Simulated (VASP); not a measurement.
KMgF3: energy against strain

KMgF3 (cubic perovskite, Pm-3m, 12.659 Å³/atom and stress up to 0.13 GPa in the relaxed cell, cube axes along x, y and z) under a strain ε along a cube axis (axis z), the other axes held. PBEsol in VASP (plane waves, PAW), 600 eV, 8×8×8 Γ-centred mesh, Gaussian smearing 0.05 eV; ions are relaxed, or left where forces stay under 0.02 eV/Å, within the symmetry of each cell.

Here s stands for strain and y for E less E0.

```csv
strain (%),E less E0 (meV/atom)
-3.00,?
-1.50,1.68
-1.00,0.82
-0.50,0.26
0.00,0.00
0.50,0.03
1.00,0.30
1.50,0.84
```

Taking a parabola for y over the 7 complete rows: Least squares gives y = 0.003 - 0.2707·s + 0.5586·s². Residuals (row less fit): 0.014, -0.012, -0.018, -0.003, 0.023, 0.009, -0.014; standard error 0.019 (degrees of freedom: 4). Twice the quadratic coefficient over the volume, 2 × 0.5586 meV × 10⁴ × 0.1602 / 12.659 Å³, is the elastic constant C11 = 141 ± 2 GPa (± standard error of the fit, which holds the terms cut off).

Question: Estimate the missing y (s = -3.00); what did the run itself give?

Answer: y = 0.003 - 0.2707 × (-3.0) + 0.5586 × (-3.0)² = 5.842 meV/atom. The calculation gives 6.33 meV/atom, 0.488 meV/atom above the prediction (7.7 % of the range of y in the table). The row lies outside the fitted rows, so this is an extrapolation. From the scatter of the fitted rows alone, a prediction at this place has a standard error of 0.073 meV/atom, so the miss is 6.7 times that.

A polynomial of degree 3 through the 12 other runs of the series gives 6.30 there, so most of the miss is curvature that the fit leaves out. The primitive cell can neither tilt nor turn polar against its symmetry, as such crystals can under strain. Rows are the converged runs of the series near zero and its far end, less any whose ions stayed unrelaxed beside relaxed ones; series whose fitted rows scatter by over a few per cent of the range, as at a crossing or softening among them, aren't shown in this form. Most that stay on the fit to the last digits aren't either.
